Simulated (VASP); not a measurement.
Here is a VASP 6.6.1 calculation.

INCAR

```
SYSTEM = Zn
PREC     = Accurate       ! precision mode
ENCUT    = 600            ! plane-wave cutoff, eV
EDIFF    = 1E-6           ! SCF threshold, eV
ISMEAR   = 1              ! smearing method
SIGMA    = 0.1            ! smearing width, eV
LREAL    = .False.        ! projectors in reciprocal space
LASPH    = .True.         ! aspherical terms in the spheres
NELM     = 120            ! most SCF steps
ALGO     = Normal         ! electronic algorithm
ISIF     = 3              ! what is computed and relaxed
LWAVE    = .False.        ! write WAVECAR
LCHARG   = .False.        ! write CHGCAR
GGA      = PE             ! functional
IBRION   = 2              ! ionic algorithm
NSW      = 60             ! ionic steps
EDIFFG   = -0.005         ! ionic threshold
```

The input KPOINTS:

```
Automatic mesh
0
Gamma
  18 18 10
  0 0 0
```

File POSCAR:

```
Zn
1.0
    2.6200000000      0.0000000000      0.0000000000
   -1.3100000000      2.2689865600      0.0000000000
    0.0000000000      0.0000000000      4.8000000000
Zn
2
Direct
    0.3333333300      0.6666666700      0.2500000000
    0.6666666700      0.3333333300      0.7500000000
```

Potentials or basis: VASP PAW PBE potentials, release 64 (Zn).

The run is started by

```bash
$ cat potpaw_PBE.64/Zn/POTCAR > POTCAR
$ mpirun -np 1 vasp_std > vasp.out
```

(1) What does it give for the band gap on the k mesh?

(2) Estimate the space group after relaxing (to 0.05 Å).

(3) Estimate the relaxed cell.

(4) Estimate the relaxed volume.

## Answers

(1) none (metal or under the smearing width).

(2) P6_3/mmc (No. 194).

(3) a = 2.638 Å, b = 2.638 Å, c = 5.100 Å, α = 90.00°, β = 90.00°, γ = 120.00°.

(4) 15.37 Å³/atom.
